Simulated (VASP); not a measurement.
Computed with PBE GGA with D3 dispersion (Becke-Johnson damping), VASP's PBE PAW potentials (set 64) (plane waves; VASP).

VASP ran on this input.

**POSCAR**
```
ZnO
1
    1.6305708274    -2.8242319605     0.0000000000
    1.6305708274     2.8242319605     0.0000000000
    0.0000000000     0.0000000000     5.2708350900
Zn O
2 2
Direct
  0.6666670000   0.3333330000   0.5015592266
  0.3333330000   0.6666670000   0.0015592266
  0.6666670000   0.3333330000   0.8804407734
  0.3333330000   0.6666670000   0.3804407734
```

**KPOINTS**
```
Automatic mesh
0
Gamma
8 8 4
0 0 0
```

### INCAR
```
SYSTEM = ZnO
PREC = Accurate
ENCUT = 520
EDIFF = 1E-7
NELM = 100
ALGO = Normal
LREAL = .FALSE.
LASPH = .TRUE.
ISMEAR = 0
SIGMA = 0.05
GGA = PE
IVDW = 12
LMAXMIX = 4
LWAVE = .FALSE.
LCHARG = .FALSE.
ISIF = 4
IBRION = 2
NSW = 30
EDIFFG = -0.01
```

POTCAR, in this order: Zn O (PBE.64 set). Program: vasp_std.

Q: Estimate the energy per atom (σ→0), dispersion energy.

A: 
- energy per atom (σ→0): -4.682 eV/atom
- dispersion energy: -0.879 eV

File OSZICAR:
```
...
DAV:  10    -0.178503332040E+02   -0.37390E-02   -0.57105E-02  1338   0.175E+00    0.153E-01
DAV:  11    -0.178502843175E+02    0.48887E-04   -0.16665E-03  1892   0.596E-01    0.382E-02
DAV:  12    -0.178503427362E+02   -0.58419E-04   -0.19118E-04  1922   0.298E-01    0.351E-02
DAV:  13    -0.178503364262E+02    0.63100E-05   -0.42528E-05  1696   0.142E-01    0.125E-02
DAV:  14    -0.178503372770E+02   -0.85088E-06   -0.16823E-05  1470   0.414E-02    0.513E-03
DAV:  15    -0.178503367063E+02    0.57078E-06   -0.19723E-06  1690   0.136E-02    0.156E-03
DAV:  16    -0.178503366488E+02    0.57433E-07   -0.16842E-07   918   0.414E-03
   1 F= -.18729418E+02 E0= -.18729418E+02  d E =-.187294E+02
```

The compound is ZnO in the wurtzite structure. It was relaxed first.
